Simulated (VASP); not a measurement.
# TiTl2Sb3 (P6/mmm) in VASP: single point with PBE

Aim: the single point of TiTl2Sb3 with PBE.

Program: VASP 6.6.1. These are calculated values, not measurements. Logs are shortened: lines on timing, memory, paths and dates and some standing lists are left out, and cuts for length are marked.

## (1) The cell of the first run

It takes space group P6/mmm (No. 191, hexagonal). Conventional cell: a = 6.651 Å, b = 6.651 Å, c = 4.314 Å, α = 90.00°, β = 90.00°, γ = 120.00°. Ti (site symmetry 6/mmm) is surrounded by 6 Tl at 3.84 Å and 12 Sb at 3.96 Å and 2 Ti at 4.31 Å. Tl (site symmetry -6m2) is surrounded by 6 Sb at 2.89 Å. Around Sb (site symmetry mmm) lie 4 Tl at 2.89 Å.

The cell was built by a generator and needn't be a form met in nature.

## (2) Single point, PBE (species swapped into the LaSi2Rh3 type (P6/mmm, No. 191))

File INCAR:

```
ALGO = Normal
EDIFF = 1E-7
ENCUT = 520
GGA = PE
ISIF = 2
ISMEAR = 0
LASPH = True
LCHARG = False
LREAL = False
LWAVE = False
NBANDS = 36
NELM = 100
PREC = Accurate
SIGMA = 0.1
```

File KPOINTS:

```
k-points
0
Gamma
  3 3 4
```

File POSCAR:

```
TiTl2Sb3
1.0
    6.6505746200      0.0000000000      0.0000000000
   -3.3252873100      5.7595665700      0.0000000000
    0.0000000000      0.0000000000      4.3136828900
Ti Tl Sb
1 2 3
Direct
    0.0000000000      0.0000000000      0.0000000000
    0.6666666700      0.3333333300      0.0000000000
    0.3333333300      0.6666666700      0.0000000000
    0.5000000000      0.0000000000      0.5000000000
    0.0000000000      0.5000000000      0.5000000000
    0.5000000000      0.5000000000      0.5000000000
```

Potentials or basis: VASP PAW PBE potentials, release 64 (Ti_sv, Tl_d, Sb).

On the command line:

```console
$ cat potpaw_PBE.64/Ti_sv/POTCAR potpaw_PBE.64/Tl_d/POTCAR potpaw_PBE.64/Sb/POTCAR > POTCAR
$ mpirun -np 1 vasp_std > vasp.out
```

OUTCAR:

```text
EDIFF = 1E-7
   ENCUT = 520
   GGA = PE
   ISIF = 2
   ISMEAR = 0
   LASPH = True
   LREAL = False
   NELM = 100
   PREC = Accurate

 ion  position               nearest neighbor table
   1  0.000  0.000  0.000-
   2  0.667  0.333  0.000-   4 2.89   4 2.89   5 2.89   5 2.89   6 2.89   6 2.89   3 3.84   3 3.84
                             3 3.84
   3  0.333  0.667  0.000-   4 2.89   4 2.89   5 2.89   5 2.89   6 2.89   6 2.89   2 3.84   2 3.84
                             2 3.84
   4  0.500  0.000  0.500-   2 2.89   3 2.89   2 2.89   3 2.89   5 3.33   6 3.33   6 3.33   5 3.33

   5  0.000  0.500  0.500-   2 2.89   3 2.89   2 2.89   3 2.89   4 3.33   4 3.33   6 3.33   6 3.33

   6  0.500  0.500  0.500-   2 2.89   3 2.89   2 2.89   3 2.89   4 3.33   4 3.33   5 3.33   5 3.33

  LATTYP: Found a hexagonal cell.
 ALAT       =     6.6505746200
 C/A-ratio  =     0.6486180723

  Lattice vectors:

 A1 = (   6.6505746200,   0.0000000000,   0.0000000000)
 A2 = (  -3.3252873100,   5.7595665700,   0.0000000000)
 A3 = (   0.0000000000,   0.0000000000,   4.3136828900)

Analysis of symmetry for initial positions (statically):
=====================================================================
 Subroutine PRICEL returns:
 Original cell was already a primitive cell.

 Routine SETGRP: Setting up the symmetry group for a
 hexagonal supercell.

 Subroutine GETGRP returns: Found 24 space group operations
 (whereof 24 operations were pure point group operations)
 out of a pool of 24 trial point group operations.

The static configuration has the point symmetry D_6h.

Analysis of symmetry for dynamics (positions and initial velocities):
=====================================================================
 Subroutine PRICEL returns:
 Original cell was already a primitive cell.

 Routine SETGRP: Setting up the symmetry group for a
 hexagonal supercell.

 Subroutine GETGRP returns: Found 24 space group operations
 (whereof 24 operations were pure point group operations)
 out of a pool of 24 trial point group operations.

The dynamic configuration has the point symmetry D_6h.

 Subroutine INISYM returns: Found 24 space group operations
 (whereof 24 operations are pure point group operations),
 and found     1 'primitive' translations

----------------------------------------------------------------------------------------

                                     Primitive cell

  volume of cell :     165.2332

  direct lattice vectors                    reciprocal lattice vectors
     6.650574620  0.000000000  0.000000000     0.150362947  0.086812088  0.000000000
    -3.325287310  5.759566570  0.000000000     0.000000000  0.173624176  0.000000000
     0.000000000  0.000000000  4.313682890     0.000000000  0.000000000  0.231820471

  length of vectors
     6.650574620  6.650574619  4.313682890     0.173624176  0.173624176  0.231820471

  position of ions in fractional coordinates (direct lattice)
     0.000000000  0.000000000  0.000000000
     0.666666670  0.333333330  0.000000000
     0.333333330  0.666666670  0.000000000
     0.500000000  0.000000000  0.500000000
     0.000000000  0.500000000  0.500000000
     0.500000000  0.500000000  0.500000000

  ion indices of the primitive-cell ions
   primitive index   ion index
                 1           1
                 2           2
                 3           3
                 4           4
                 5           5
                 6           6

----------------------------------------------------------------------------------------

 KPOINTS: k-points

Automatic generation of k-mesh.
 Grid dimensions read from file:
 generate k-points for:    3    3    4

 Generating k-lattice:

  Cartesian coordinates                     Fractional coordinates (reciprocal lattice)
     0.050120982  0.028937363  0.000000000     0.333333333 -0.000000000  0.000000000
     0.000000000  0.057874725  0.000000000     0.000000000  0.333333333  0.000000000
     0.000000000  0.000000000  0.057955118     0.000000000  0.000000000  0.250000000

  Length of vectors
     0.057874725  0.057874725  0.057955118

  Shift w.r.t. Gamma in fractional coordinates (k-lattice)
     0.000000000  0.000000000  0.000000000

 Subroutine IBZKPT returns following result:
 ===========================================

 Found      9 irreducible k-points:

 Following reciprocal coordinates:
            Coordinates               Weight
  0.000000  0.000000  0.000000      1.000000
  0.333333  0.000000  0.000000      6.000000
  0.333333  0.333333  0.000000      2.000000
  0.000000  0.000000  0.250000      2.000000
  0.333333  0.000000  0.250000     12.000000
  0.333333  0.333333  0.250000      4.000000
  0.000000  0.000000  0.500000      1.000000
  0.333333  0.000000  0.500000      6.000000
  0.333333  0.333333  0.500000      2.000000
   k-points           NKPTS =      9   k-points in BZ     NKDIM =      9   number of bands    NBANDS=     36
   number of dos      NEDOS =    301   number of ions     NIONS =      6
   total plane-waves  NPLWV =  80000
   dimension x,y,z NGX =    50 NGY =   50 NGZ =   32
   dimension x,y,z NGXF=   100 NGYF=  100 NGZF=   64
   ions per type =               1   2   3
   NGX,Y,Z   is equivalent  to a cutoff of  12.50, 12.50, 12.33 a.u.
   NGXF,Y,Z  is equivalent  to a cutoff of  25.00, 25.00, 24.67 a.u.
 SYSTEM =  unknown system
   PREC   = accura    normal or accurate (medium, high low for compatibility)
   ISTART =      0    job   : 0-new  1-cont  2-samecut
   ICHARG =      2    charge: 1-file 2-atom 10-const
   ISPIN  =      1    spin polarized calculation?
   LNONCOLLINEAR =      F non collinear calculations
   LSORBIT =      F    spin-orbit coupling
   LASPH  =      T    aspherical Exc in radial PAW
   ENCUT  =  520.0 eV  38.22 Ry    6.18 a.u.  12.37 12.37  8.02*2*pi/ulx,y,z
   NELM   =    100;   NELMIN=  2; NELMDL= -5     # of ELM steps
   EDIFF  = 0.1E-06   stopping-criterion for ELM
   LREAL  =      F    real-space projection
   EDIFFG = 0.1E-05   stopping-criterion for IOM
   NSW    =      0    number of steps for IOM
   IBRION =     -1    ionic relax: 0-MD 1-quasi-New 2-CG
   NFREE  =      0    steps in history (QN), initial steepest desc. (CG)
   ISIF   =      2    stress and relaxation
   ISYM   =      2    0-nonsym 1-usesym 2-fastsym
   POTIM  = 0.5000    time-step for ionic-motion
   TEBEG  =    0.0;   TEEND  =   0.0 temperature during run
   PSTRESS=    0.0 pullay stress
   NELECT =      53.0000    total number of electrons
   NUPDOWN=      -1.0000    fix difference up-down
   EMIN   =  10.00;   EMAX   =-10.00  energy-range for DOS
   EFERMI =   0.00;   METHOD = LEGACY
   ISMEAR =     0;   SIGMA  =   0.10  broadening in eV -4-tet -1-fermi 0-gaus
   EFERMI_NEDOS =   21; number of points for ismear=-14 and -15
   IALGO  =     38    algorithm
   IMIX   =      4    mixing-type and parameters
     AMIX     =   0.40;   BMIX     =  1.00
     AMIX_MAG =   1.60;   BMIX_MAG =  1.00
  volume/ion in A,a.u.               =      27.54       185.84
  Fermi-wavevector in a.u.,A,eV,Ry     =   1.120644  2.117710 17.086785  1.255843
  Thomas-Fermi vector in A             =   2.257292
   LORBIT       =      0    0 simple, 1 ext, 2 COOP (PROOUT), +10 PAW based schemes
   GGA     = PE    functional components
   LHFCALC =     F    Hartree Fock is set to
   AEXX    =    0.0000 exact exchange contribution
   IVDW    =     0    specifies the selected vdW correction
   LEPSILON=     F    determine dielectric tensor
   LRPA    =     F    only Hartree local field effects (RPA)
 non-spin polarized calculation
 Gauss-broadening in eV      SIGMA  =   0.10
  energy-cutoff  :      520.00
  volume of cell :      165.23
 maximum number of plane-waves:      4468
 NGX is ok and might be reduce to    50
   NGX = 25   NGY = 25   NGZ = 17

 number of electron      53.0000001 magnetization

 Free energy of the ion-electron system (eV)
  ---------------------------------------------------
  ext. energy  EPLUGINS =         0.00000000
  ---------------------------------------------------
  free energy    TOTEN  =       -18.35008219 eV

  energy without entropy =      -18.29709177  energy(sigma->0) =      -18.32358698

 E-fermi :   7.4567     XC(G=0):  -9.9548

 val. band max:        7.4545508398   @ k =   0.3333   0.3333   0.2500
 cond. band min:       7.4834842088   @ k =   0.0000   0.0000   0.0000
 fundamental gap:      0.0289333690
 Fermi energy:         7.4566760749

 k-point     1 :       0.0000    0.0000    0.0000
  band No.  band energies     occupation
      1     -50.4797      2.00000
      2     -26.7648      2.00000
      3     -26.7367      2.00000
      4     -26.7367      2.00000
      5      -5.7416      2.00000
      6      -4.8219      2.00000
[... 28 lines left out ...]
     35       9.3707      0.00000
     36      10.2912      0.00000

 k-point     2 :       0.3333    0.0000    0.0000
  band No.  band energies     occupation
      1     -50.4797      2.00000
      2     -26.7648      2.00000
      3     -26.7367      2.00000
      4     -26.7367      2.00000
      5      -5.5111      2.00000
      6      -4.9747      2.00000
[... 28 lines left out ...]
     35       9.7448      0.00000
     36      10.5610      0.00000

 k-point     3 :       0.3333    0.3333    0.0000
  band No.  band energies     occupation
      1     -50.4797      2.00000
      2     -26.7648      2.00000
      3     -26.7367      2.00000
      4     -26.7367      2.00000
      5      -5.2202      2.00000
      6      -5.2202      2.00000
[... 28 lines left out ...]
     35      10.6034      0.00000
     36      10.9290      0.00000

 k-point     4 :       0.0000    0.0000    0.2500
  band No.  band energies     occupation
      1     -50.4797      2.00000
      2     -26.7667      2.00000
      3     -26.7366      2.00000
      4     -26.7366      2.00000
      5      -5.2523      2.00000
      6      -4.9395      2.00000
[... 28 lines left out ...]
     35      10.0382      0.00000
     36      10.0382      0.00000

 k-point     5 :       0.3333    0.0000    0.2500
  band No.  band energies     occupation
      1     -50.4797      2.00000
      2     -26.7667      2.00000
      3     -26.7366      2.00000
      4     -26.7366      2.00000
      5      -5.1242      2.00000
      6      -4.9596      2.00000
[... 28 lines left out ...]
     35       9.9268      0.00000
     36      10.6509      0.00000

 k-point     6 :       0.3333    0.3333    0.2500
  band No.  band energies     occupation
      1     -50.4797      2.00000
      2     -26.7667      2.00000
      3     -26.7366      2.00000
      4     -26.7366      2.00000
      5      -5.0090      2.00000
      6      -5.0090      2.00000
[... 28 lines left out ...]
     35      10.6925      0.00000
     36      10.6925      0.00000

 k-point     7 :       0.0000    0.0000    0.5000
  band No.  band energies     occupation
      1     -50.4796      2.00000
      2     -26.7685      2.00000
      3     -26.7364      2.00000
      4     -26.7364      2.00000
      5      -5.0864      2.00000
      6      -5.0864      2.00000
[... 28 lines left out ...]
     35      10.7707      0.00000
     36      10.7707      0.00000

 k-point     8 :       0.3333    0.0000    0.5000
  band No.  band energies     occupation
      1     -50.4796      2.00000
      2     -26.7685      2.00000
      3     -26.7365      2.00000
      4     -26.7364      2.00000
      5      -5.1086      2.00000
      6      -5.0699      2.00000
[... 28 lines left out ...]
     35       9.9779      0.00000
     36      10.5632      0.00000

 k-point     9 :       0.3333    0.3333    0.5000
  band No.  band energies     occupation
      1     -50.4796      2.00000
      2     -26.7685      2.00000
      3     -26.7365      2.00000
      4     -26.7364      2.00000
      5      -5.1317      2.00000
      6      -4.9913      2.00000
[... 28 lines left out ...]
     35      10.6056      0.00000
     36      11.1850      0.00000

------------------------ aborting loop because EDIFF is reached ----------------------------------------

  FORCE on cell =-STRESS in cart. coord.  units (eV):
  Direction    XX          YY          ZZ          XY          YZ          ZX
  --------------------------------------------------------------------------------------
  -------------------------------------------------------------------------------------
  Total        7.1570610      7.1570610     15.2721439      0.0000000      0.0000000      0.0000000
  in kB       69.3981848     69.3981848    148.0857953      0.0000000      0.0000000      0.0000000
  external PRESSURE =      95.6273883 kB  Pullay stress =       0.0000000 kB

 VOLUME and BASIS-vectors are now :
 -----------------------------------------------------------------------------
  energy-cutoff  :      520.00
  volume of cell :      165.23
      direct lattice vectors                 reciprocal lattice vectors
     6.650574620  0.000000000  0.000000000     0.150362947  0.086812088  0.000000000
    -3.325287310  5.759566570  0.000000000     0.000000000  0.173624176  0.000000000
     0.000000000  0.000000000  4.313682890     0.000000000  0.000000000  0.231820471

 POSITION                                       TOTAL-FORCE (eV/Angst)
 -----------------------------------------------------------------------------------
      0.00000      0.00000      0.00000         0.000000      0.000000     -0.000000
      3.32529      1.91986      0.00000        -0.000000      0.000000     -0.000000
     -0.00000      3.83971      0.00000         0.000000     -0.000000      0.000000
      3.32529      0.00000      2.15684         0.000000      0.000000     -0.000000
     -1.66264      2.87978      2.15684         0.000000      0.000000     -0.000000
      1.66264      2.87978      2.15684         0.000000      0.000000     -0.000000
 -----------------------------------------------------------------------------------
    total drift:                               -0.000000      0.000000     -0.000000

  FREE ENERGIE OF THE ION-ELECTRON SYSTEM (eV)
  ---------------------------------------------------
  free  energy   TOTEN  =       -18.3500821860 eV

  energy  without entropy=      -18.2970917652  energy(sigma->0) =      -18.32358698
```

Run time: 69 s. Hardware: 1 thread of Intel Xeon Platinum 8488C (Sapphire Rapids), shared host; peak memory 0.29 GiB.

Results:

| Item | Value |
| --- | --- |
| Free energy | -18.3501 eV |
| Pressure | 9.6 GPa |
| Band gap on the k mesh | none (metal or under the smearing width) |

Levels at points of the mesh, in eV from the Fermi level:
| k point | band 25 | band 26 | band 27 | band 28 | band 29 | band 30 |
| --- | --- | --- | --- | --- | --- | --- |
| (0.00, 0.00, 0.00) | 0.03 | 0.23 | 0.26 | 0.26 | 0.57 | 0.57 |
| (0.00, 0.00, 0.50) | 0.21 | 0.21 | 0.33 | 0.49 | 0.49 | 0.60 |

Caveat: the k mesh is coarse (spacing up to 0.36 Å⁻¹), so the values aren't converged.
